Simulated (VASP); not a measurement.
An input for Quantum ESPRESSO's pw.x (written as the equivalent of a VASP run, and not itself run):

```
&CONTROL
  calculation = 'vc-relax'
  pseudo_dir = './pseudo'
  outdir = './out'
  tprnfor = .true.
  tstress = .true.
  nstep = 40
  forc_conv_thr = 0.00078
/
&SYSTEM
  ibrav = 0
  nat = 2
  ntyp = 2
  ecutwfc = 86
  occupations = 'smearing'
  smearing = 'methfessel-paxton'
  degauss = 0.00735
  input_dft = 'pbesol'
/
&ELECTRONS
  conv_thr = 7.3e-08
  electron_maxstep = 100
/
&IONS
/
&CELL
  press = 450
/
ATOMIC_SPECIES
  Hg 200.592 Hg.upf
  Se 78.971 Se.upf
CELL_PARAMETERS angstrom
    -0.0000000    2.7279970    2.7279970
     2.7279970   -0.0000000    2.7279970
     2.7279970    2.7279970   -0.0000000
ATOMIC_POSITIONS crystal
  Hg   0.0000000  0.0000000  0.0000000
  Se   0.2500000  0.2500000  0.2500000
K_POINTS automatic
  12 12 12 0 0 0
```

### Question
Write the VASP files for the same calculation (PBEsol).

### Answer
This is not unique; one that fits is 
INCAR:
```
# general
SYSTEM  = HgSe
PREC    = Accurate
ENCUT   = 500   # plane-wave cut-off (eV)
LREAL   = F   # projection in real space or not
LASPH   = T   # aspherical one-centre terms

# electronic loop
EDIFF   = 1E-6
NELM    = 100   # most electronic steps
ALGO    = Normal
LMAXMIX = 6

# smearing
ISMEAR  = 1
SIGMA   = 0.1   # width (eV)

# functional
GGA     = PS

# ions
IBRION  = 2
NSW     = 40   # most ionic steps
ISIF    = 3   # ions, shape and volume
EDIFFG  = -0.02   # ionic stop
PSTRESS = 450

# output
LWAVE   = F
LCHARG  = F
```

File POSCAR:
```
HgSe
1.0
  0.0000000000   2.7279970099   2.7279970099
  2.7279970099   0.0000000000   2.7279970099
  2.7279970099   2.7279970099   0.0000000000
Hg Se
1 1
Direct
  0.0000000000   0.0000000000   0.0000000000
  0.2500000000   0.2500000000   0.2500000000
```

**KPOINTS**
```
Automatic
0
gamma
  12 12 12
0 0 0
```

POTCAR, in this order: Hg Se (PBE.64 set). Program: vasp_std.

The two are equivalent in intent, not identical: the potentials are each code's own (VASP's PAW set, PseudoDojo norm-conserving files in pw.x), so ENCUT and ecutwfc are chosen apart and not converted; conv_thr bounds pw.x's estimated SCF error, while EDIFF bounds the energy change between steps; forc_conv_thr acts on force components and is met together with etot_conv_thr.

The compound is HgSe in the zinc blende structure. It was relaxed first under an external pressure of 45 GPa.
